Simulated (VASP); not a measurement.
An input for Quantum ESPRESSO's pw.x (written as the equivalent of a VASP run, and not itself run):

```
&CONTROL
  calculation = 'scf'
  pseudo_dir = './pseudo'
  outdir = './out'
  tprnfor = .true.
  tstress = .true.
/
&SYSTEM
  ibrav = 0
  nat = 2
  ntyp = 2
  ecutwfc = 82
  occupations = 'smearing'
  smearing = 'methfessel-paxton'
  degauss = 0.00735
  input_dft = 'vdw-df-ob86'
/
&ELECTRONS
  conv_thr = 7.3e-09
  electron_maxstep = 100
/
ATOMIC_SPECIES
  Ta 180.948 Ta.upf
  C 12.011 C.upf
CELL_PARAMETERS angstrom
     0.0000000    2.1875931    2.1875931
     2.1875931    0.0000000    2.1875931
     2.1875931    2.1875931    0.0000000
ATOMIC_POSITIONS crystal
  Ta   0.0000000  0.0000000  0.0000000
  C    0.5000000  0.5000000  0.5000000
K_POINTS automatic
  14 14 14 0 0 0
```

### Question
Translate this input to VASP (INCAR, KPOINTS, POSCAR, choice of POTCAR).

### Answer
This is not unique; one that fits is 
**KPOINTS**
```
Automatic
0
Gamma
  14 14 14
0 0 0
```

INCAR:
```
# general
SYSTEM    =  TaC
PREC      =  Accurate
ENCUT     =  520   # plane-wave cut-off (eV)
LREAL     =  F   # projection in real space or not
LASPH     =  T

# electronic loop
EDIFF     =  1E-7   # SCF stop (eV)
NELM      =  100   # most electronic steps
ALGO      =  Normal   # blocked Davidson
LMAXMIX   =  6   # l cut-off of mixed one-centre charges

# smearing
ISMEAR    =  1   # Methfessel-Paxton
SIGMA     =  0.1

# functional
GGA       =  MK
LUSE_VDW  =  T
AGGAC     =  0.0
PARAM1    =  0.1234
PARAM2    =  1.0

# ions
ISIF      =  2

# output
LWAVE     =  F
LCHARG    =  F
```

**POSCAR**
```
TaC
1
    0.0000000000     2.1875930549     2.1875930549
    2.1875930549     0.0000000000     2.1875930549
    2.1875930549     2.1875930549     0.0000000000
Ta C
1 1
Direct
  0.0000000000   0.0000000000   0.0000000000
  0.5000000000   0.5000000000   0.5000000000
```

POTCAR, in this order: Ta_pv C (PBE.64 set). Program: vasp_std.

The two are equivalent in intent, not identical: the potentials are each code's own (VASP's PAW set, PseudoDojo norm-conserving files in pw.x), so ENCUT and ecutwfc are chosen apart and not converted; conv_thr bounds pw.x's estimated SCF error, while EDIFF bounds the energy change between steps.

The compound is TaC in the rock salt structure. This cell is one point of a volume scan, at 0.94 of the reference volume.
